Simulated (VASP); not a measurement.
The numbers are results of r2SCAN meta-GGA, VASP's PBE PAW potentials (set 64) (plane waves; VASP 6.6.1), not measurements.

VASP input:

INCAR:
```
! general
SYSTEM  = Nb(100) slab
PREC    = Normal
ENCUT   = 400   ! plane-wave cut-off (eV)
LREAL   = F   ! projection in real space or not
LASPH   = T   ! aspherical one-centre terms

! electronic loop
EDIFF   = 1E-5
NELM    = 100   ! most electronic steps
NELMIN  = 4
ALGO    = Normal   ! blocked Davidson
LMAXMIX = 4   ! l cut-off of mixed one-centre charges
LMIXTAU = T

! smearing
ISMEAR  = 1   ! Methfessel-Paxton
SIGMA   = 0.1

! functional
METAGGA = R2SCAN

! ions
IBRION  = 2
NSW     = 120   ! most ionic steps
ISIF    = 2
EDIFFG  = -0.03

! output
LWAVE   = T
LCHARG  = F

! other
LDIPOL  = T
IDIPOL  = 3
DIPOL   = 0.5 0.5 0.5
```

File KPOINTS:
```
Automatic mesh
0
Gamma
8 8 1
0 0 0
```

File POSCAR:
```
Nb(100) slab
1
    3.3038533307    -0.0000000000     0.0000000000
   -0.0000000000     3.3038533307     0.0000000000
   -0.0000000000     0.0000000000    24.9290751318
Nb
6
Direct
  0.5000000000   1.0000000000   0.3407359388
  1.0000000000   0.5000000000   0.3990359172
  0.5000000000   1.0000000000   0.4635104602
  0.0000000000   0.5000000000   0.5364895398
  0.5000000000   1.0000000000   0.6009640828
  0.0000000000   0.5000000000   0.6592640612
```

POTCAR, in this order: Nb_sv (PBE.64 set). Program: vasp_std.

Output of the run:

File OUTCAR:
```
 ion  position               nearest neighbor table
   1  0.500  0.000  0.341-   2 2.75   2 2.75   2 2.75   2 2.75
   2  0.000  0.500  0.399-   1 2.75   1 2.75   1 2.75   1 2.75   3 2.84   3 2.84   3 2.84   3 2.84
  LATTYP: Found a simple tetragonal cell.
 ALAT       =     3.3038533307
 C/A-ratio  =     7.5454545455
 Subroutine PRICEL returns:
 Original cell was already a primitive cell.
 Subroutine GETGRP returns: Found 16 space group operations
The static configuration has the point symmetry D_2d.
 The point group associated with its full space group is D_4h.
The dynamic configuration has the point symmetry D_2d.
 Subroutine INISYM returns: Found 16 space group operations
 Subroutine IBZKPT returns following result:
 Found     15 irreducible k-points:

 Following reciprocal coordinates:
            Coordinates               Weight
  0.000000  0.000000  0.000000      1.000000
  0.125000  0.000000  0.000000      4.000000
  0.250000  0.000000  0.000000      4.000000
  0.375000  0.000000  0.000000      4.000000
  0.500000  0.000000  0.000000      2.000000
  0.125000  0.125000  0.000000      4.000000
  0.250000  0.125000  0.000000      8.000000
  0.375000  0.125000  0.000000      8.000000
  0.500000  0.125000  0.000000      4.000000
  0.250000  0.250000  0.000000      4.000000
  0.375000  0.250000  0.000000      8.000000
  0.500000  0.250000  0.000000      4.000000
  0.375000  0.375000  0.000000      4.000000
  0.500000  0.375000  0.000000      4.000000
  0.500000  0.500000  0.000000      1.000000
   k-points           NKPTS =     15   k-points in BZ     NKDIM =     15   number of bands    NBANDS=     46
   number of dos      NEDOS =    301   number of ions     NIONS =      6
   total plane-waves  NPLWV =  32256
   dimension x,y,z NGX =    16 NGY =   16 NGZ =  126
   dimension x,y,z NGXF=    32 NGYF=   32 NGZF=  252
   ions per type =               6
   PREC   = normal    normal or accurate (medium, high low for compatibility)
   ISTART =      0    job   : 0-new  1-cont  2-samecut
   ICHARG =      2    charge: 1-file 2-atom 10-const
   ISPIN  =      1    spin polarized calculation?
   LNONCOLLINEAR =      F non collinear calculations
   LSORBIT =      F    spin-orbit coupling
   INIWAV =      1    electr: 0-lowe 1-rand  2-diag
   ENCUT  =  400.0 eV  29.40 Ry    5.42 a.u.   5.39  5.39 40.65*2*pi/ulx,y,z
   NELM   =    100;   NELMIN=  4; NELMDL= -5     # of ELM steps
   EDIFF  = 0.1E-04   stopping-criterion for ELM
   LREAL  =      F    real-space projection
   NLSPLINE    = F    spline interpolate recip. space projectors
   LMAXMIX     =    4 max onsite mixed and CHGCAR
   VOSKOWN=      0    Vosko Wilk Nusair interpolation
   EDIFFG = -.3E-01   stopping-criterion for IOM
   NSW    =    120    number of steps for IOM
   NBLOCK =      1;   KBLOCK =    120    inner block; outer block
   IBRION =      2    ionic relax: 0-MD 1-quasi-New 2-CG
   NFREE  =      1    steps in history (QN), initial steepest desc. (CG)
   ISIF   =      2    stress and relaxation
   ISYM   =      2    0-nonsym 1-usesym 2-fastsym
   TEIN   =    0.0    initial temperature
   TEBEG  =    0.0;   TEEND  =   0.0 temperature during run
   SMASS  =  -3.00    Nose mass-parameter (am)
   PSTRESS=    0.0 pullay stress
   NELECT =      78.0000    total number of electrons
   EFERMI =   0.00;   METHOD = LEGACY
   ISMEAR =     1;   SIGMA  =   0.10  broadening in eV -4-tet -1-fermi 0-gaus
   IALGO  =     38    algorithm
   LDIAG  =      T    sub-space diagonalisation (order eigenvalues)
   IMIX   =      4    mixing-type and parameters
     AMIX     =   0.40;   BMIX     =  1.00
     AMIX_MAG =   1.60;   BMIX_MAG =  1.00
     AMIN     =   0.10
   METAGGA = R2SCAN    functional components
   VOSKOWN =     0    Vosko Wilk Nusair interpolation
...
```

File OSZICAR:
```
...
DAV:  28    -0.145740325543E+03    0.18790E-03   -0.11175E-04  1100   0.621E-02    0.560E-02
DAV:  29    -0.145739947660E+03    0.37788E-03   -0.13373E-04  1194   0.642E-02    0.395E-02
DAV:  30    -0.145740434556E+03   -0.48690E-03   -0.33406E-05  1182   0.317E-02    0.368E-02
DAV:  31    -0.145740425043E+03    0.95128E-05   -0.84292E-05  1056   0.398E-02
   2 F= -.14574043E+03 E0= -.14574081E+03  d E =0.633316E-01
       N       E                     dE             d eps       ncg     rms          rms(c)
DAV:   1    -0.145738495196E+03    0.19394E-02   -0.58141E-02  1404   0.147E+00    0.420E-02
DAV:   2    -0.145739976022E+03   -0.14808E-02   -0.45432E-03  1752   0.420E-01    0.622E-02
DAV:   3    -0.145739722989E+03    0.25303E-03   -0.80596E-04  1904   0.191E-01    0.299E-02
DAV:   4    -0.145739705808E+03    0.17181E-04   -0.34815E-04  1352   0.117E-01    0.219E-02
DAV:   5    -0.145739939796E+03   -0.23399E-03   -0.10037E-03  1364   0.186E-01    0.118E-02
DAV:   6    -0.145740476551E+03   -0.53675E-03   -0.26260E-04  1218   0.102E-01    0.700E-03
DAV:   7    -0.145740338910E+03    0.13764E-03   -0.76183E-05  1032   0.646E-02    0.447E-03
DAV:   8    -0.145740684819E+03   -0.34591E-03   -0.72326E-05  1100   0.520E-02    0.299E-03
DAV:   9    -0.145740855340E+03   -0.17052E-03   -0.20713E-04  1364   0.120E-01    0.329E-03
DAV:  10    -0.145740969147E+03   -0.11381E-03   -0.13190E-04  1180   0.737E-02    0.190E-03
DAV:  11    -0.145741029025E+03   -0.59878E-04   -0.26752E-04  1364   0.121E-01    0.186E-03
DAV:  12    -0.145741190961E+03   -0.16194E-03   -0.19359E-04  1356   0.992E-02    0.126E-03
DAV:  13    -0.145741211460E+03   -0.20500E-04   -0.49278E-05  1292   0.520E-02    0.134E-03
DAV:  14    -0.145741245457E+03   -0.33997E-04   -0.11020E-05   994   0.254E-02    0.136E-03
DAV:  15    -0.145741252831E+03   -0.73735E-05   -0.53973E-06   988   0.191E-02
   3 F= -.14574125E+03 E0= -.14574160E+03  d E =0.625038E-01
       N       E                     dE             d eps       ncg     rms          rms(c)
DAV:   1    -0.145734804973E+03    0.64405E-02   -0.61778E-01  1404   0.549E+00    0.134E-01
DAV:   2    -0.145733867302E+03    0.93767E-03   -0.51003E-02  1502   0.151E+00    0.138E-01
DAV:   3    -0.145738043711E+03   -0.41764E-02   -0.54792E-03  1894   0.493E-01    0.851E-02
DAV:   4    -0.145739292668E+03   -0.12490E-02   -0.10879E-03  2020   0.195E-01    0.595E-02
DAV:   5    -0.145740338798E+03   -0.10461E-02   -0.28123E-04  1408   0.903E-02    0.370E-02
DAV:   6    -0.145741844514E+03   -0.15057E-02   -0.45782E-04  1512   0.111E-01    0.117E-02
DAV:   7    -0.145742507291E+03   -0.66278E-03   -0.30395E-04  1524   0.591E-02    0.102E-02
DAV:   8    -0.145742592803E+03   -0.85513E-04   -0.50258E-05  1456   0.338E-02    0.696E-03
DAV:   9    -0.145742738419E+03   -0.14562E-03   -0.60097E-05  1134   0.430E-02    0.439E-03
DAV:  10    -0.145742858987E+03   -0.12057E-03   -0.58257E-05  1234   0.612E-02    0.407E-03
DAV:  11    -0.145742918605E+03   -0.59618E-04   -0.52183E-05  1308   0.573E-02    0.251E-03
DAV:  12    -0.145742926783E+03   -0.81781E-05   -0.88624E-06   952   0.241E-02
   4 F= -.14574293E+03 E0= -.14574321E+03  d E =-.167395E-02
       N       E                     dE             d eps       ncg     rms          rms(c)
DAV:   1    -0.145704368626E+03    0.38550E-01   -0.30806E+00  1404   0.123E+01    0.309E-01
DAV:   2    -0.145720504470E+03   -0.16136E-01   -0.24348E-01  1508   0.333E+00    0.306E-01
DAV:   3    -0.145732197872E+03   -0.11693E-01   -0.28766E-02  1984   0.110E+00    0.205E-01
DAV:   4    -0.145735330044E+03   -0.31322E-02   -0.59208E-03  2126   0.459E-01    0.130E-01
DAV:   5    -0.145737324727E+03   -0.19947E-02   -0.12348E-03  1918   0.192E-01    0.801E-02
DAV:   6    -0.145741775509E+03   -0.44508E-02   -0.18112E-03  1504   0.249E-01    0.270E-02
DAV:   7    -0.145743629002E+03   -0.18535E-02   -0.11290E-03  1874   0.122E-01    0.249E-02
DAV:   8    -0.145743705170E+03   -0.76169E-04   -0.13943E-04  1600   0.510E-02    0.163E-02
DAV:   9    -0.145744138021E+03   -0.43285E-03   -0.16713E-04  1238   0.599E-02    0.102E-02
DAV:  10    -0.145744279587E+03   -0.14157E-03   -0.92827E-05  1260   0.614E-02    0.724E-03
DAV:  11    -0.145744300306E+03   -0.20719E-04   -0.12452E-04  1314   0.624E-02    0.397E-03
DAV:  12    -0.145744381691E+03   -0.81385E-04   -0.29160E-05  1286   0.389E-02    0.403E-03
DAV:  13    -0.145744518560E+03   -0.13687E-03   -0.57683E-05  1242   0.614E-02    0.208E-03
DAV:  14    -0.145744547147E+03   -0.28588E-04   -0.11284E-05   918   0.250E-02    0.188E-03
DAV:  15    -0.145744576252E+03   -0.29104E-04   -0.30285E-05  1050   0.452E-02    0.195E-03
DAV:  16    -0.145744626127E+03   -0.49876E-04   -0.57288E-06   930   0.199E-02    0.157E-03
DAV:  17    -0.145744618073E+03    0.80540E-05   -0.35303E-06   898   0.138E-02
   5 F= -.14574462E+03 E0= -.14574471E+03  d E =-.336524E-02
       N       E                     dE             d eps       ncg     rms          rms(c)
DAV:   1    -0.145740060449E+03    0.45657E-02   -0.48808E-01  1396   0.475E+00    0.119E-01
DAV:   2    -0.145738361850E+03    0.16986E-02   -0.38636E-02  1494   0.133E+00    0.132E-01
DAV:   3    -0.145741659642E+03   -0.32978E-02   -0.47808E-03  1936   0.467E-01    0.778E-02
DAV:   4    -0.145742718008E+03   -0.10584E-02   -0.85128E-04  2002   0.167E-01    0.547E-02
DAV:   5    -0.145743861435E+03   -0.11434E-02   -0.22789E-04  1344   0.812E-02    0.363E-02
DAV:   6    -0.145745232730E+03   -0.13713E-02   -0.40314E-04  1532   0.103E-01    0.945E-03
DAV:   7    -0.145745781712E+03   -0.54898E-03   -0.30483E-04  1536   0.613E-02    0.920E-03
DAV:   8    -0.145745835275E+03   -0.53563E-04   -0.41928E-05  1348   0.337E-02    0.610E-03
DAV:   9    -0.145745945211E+03   -0.10994E-03   -0.86255E-05  1264   0.542E-02    0.414E-03
DAV:  10    -0.145746046769E+03   -0.10156E-03   -0.43555E-05  1048   0.525E-02    0.414E-03
DAV:  11    -0.145746062680E+03   -0.15910E-04   -0.16708E-05  1190   0.363E-02    0.287E-03
DAV:  12    -0.145746077612E+03   -0.14933E-04   -0.75904E-06   916   0.243E-02    0.272E-03
DAV:  13    -0.145746116723E+03   -0.39111E-04   -0.14650E-05   910   0.323E-02    0.143E-03
DAV:  14    -0.145746154331E+03   -0.37607E-04   -0.92470E-06   854   0.243E-02    0.165E-03
DAV:  15    -0.145746161076E+03   -0.67455E-05   -0.76164E-06   858   0.246E-02
   6 F= -.14574616E+03 E0= -.14574625E+03  d E =-.154300E-02
       N       E                     dE             d eps       ncg     rms          rms(c)
DAV:   1    -0.145711873094E+03    0.34281E-01   -0.28990E+00  1396   0.116E+01    0.301E-01
DAV:   2    -0.145723158631E+03   -0.11286E-01   -0.21702E-01  1488   0.320E+00    0.325E-01
DAV:   3    -0.145733926458E+03   -0.10768E-01   -0.29385E-02  1992   0.114E+00    0.203E-01
DAV:   4    -0.145737397881E+03   -0.34714E-02   -0.55900E-03  2046   0.431E-01    0.130E-01
DAV:   5    -0.145740363701E+03   -0.29658E-02   -0.10599E-03  1904   0.190E-01    0.851E-02
DAV:   6    -0.145744947069E+03   -0.45834E-02   -0.15301E-03  1512   0.230E-01    0.236E-02
DAV:   7    -0.145746848585E+03   -0.19015E-02   -0.12541E-03  1788   0.119E-01    0.206E-02
DAV:   8    -0.145746914778E+03   -0.66193E-04   -0.16717E-04  1648   0.634E-02    0.140E-02
DAV:   9    -0.145747197134E+03   -0.28236E-03   -0.15614E-04  1240   0.645E-02    0.919E-03
DAV:  10    -0.145747373378E+03   -0.17624E-03   -0.16001E-04  1348   0.910E-02    0.629E-03
DAV:  11    -0.145747444259E+03   -0.70882E-04   -0.20432E-04  1470   0.107E-01    0.375E-03
DAV:  12    -0.145747488209E+03   -0.43950E-04   -0.33475E-05  1270   0.419E-02    0.294E-03
DAV:  13    -0.145747501258E+03   -0.13049E-04   -0.33522E-05  1098   0.379E-02    0.182E-03
DAV:  14    -0.145747601373E+03   -0.10011E-03   -0.22394E-05  1048   0.384E-02    0.151E-03
DAV:  15    -0.145747656531E+03   -0.55158E-04   -0.86865E-06   914   0.262E-02    0.235E-03
DAV:  16    -0.145747651416E+03    0.51148E-05   -0.18126E-06   906   0.115E-02
   7 F= -.14574765E+03 E0= -.14574768E+03  d E =-.303334E-02
```

**OUTCAR**
```
------------------------ aborting loop because EDIFF is reached ----------------------------------------
  FORCE on cell =-STRESS in cart. coord.  units (eV):
  Direction    XX          YY          ZZ          XY          YZ          ZX
  --------------------------------------------------------------------------------------
  Total       -1.3427342     -1.3427342     -0.3722141      0.0000000     -0.0000000      0.0000000
  in kB       -7.9059297     -7.9059297     -2.1915718      0.0000000     -0.0000000      0.0000000
  external PRESSURE =      -6.0011437 kB  Pullay stress =       0.0000000 kB
  volume of cell :      272.11
      direct lattice vectors                 reciprocal lattice vectors
     3.303853331  0.000000000  0.000000000     0.302676875  0.000000000  0.000000000
     0.000000000  3.303853331  0.000000000     0.000000000  0.302676875  0.000000000
     0.000000000  0.000000000 24.929075132     0.000000000  0.000000000  0.040113803
 POSITION                                       TOTAL-FORCE (eV/Angst)
 -----------------------------------------------------------------------------------
      1.65193      0.00000      8.52795        -0.000000      0.000000     -0.004527
      0.00000      1.65193      9.97285         0.000000      0.000000      0.003119
      1.65193      0.00000     11.58349         0.000000      0.000000      0.016891
      0.00000      1.65193     13.34559         0.000000     -0.000000     -0.016891
      1.65193      0.00000     14.95623         0.000000      0.000000     -0.003119
      0.00000      1.65193     16.40113         0.000000      0.000000      0.004527
 -----------------------------------------------------------------------------------
    total drift:                                0.000000     -0.000000     -0.000000
  FREE ENERGIE OF THE ION-ELECTRON SYSTEM (eV)
  ---------------------------------------------------
  free  energy   TOTEN  =      -145.7476514162 eV

  energy  without entropy=     -145.7477295963  energy(sigma->0) =     -145.74767748

 reached required accuracy - stopping structural energy minimisation
```
(Selected blocks of OUTCAR.)

CONTCAR:
```
Nb(100) slab
   1.00000000000000
     3.3038533307000000    0.0000000000000000    0.0000000000000000
     0.0000000000000000    3.3038533307000000    0.0000000000000000
     0.0000000000000000    0.0000000000000000   24.9290751318000012
  Nb
     6
Direct
     0.5000000000000000    0.0000000000000000    0.3420883674014643
     0.0000000000000000    0.5000000000000000    0.4000488402436624
     0.5000000000000000    0.0000000000000000    0.4646578035604086
     0.0000000000000000    0.5000000000000000    0.5353421964395914
     0.5000000000000000    0.0000000000000000    0.5999511597563377
     0.0000000000000000    0.5000000000000000    0.6579116325985359
```

The cell is a thin slab with vacuum, built from Nb (bcc): (100) face.
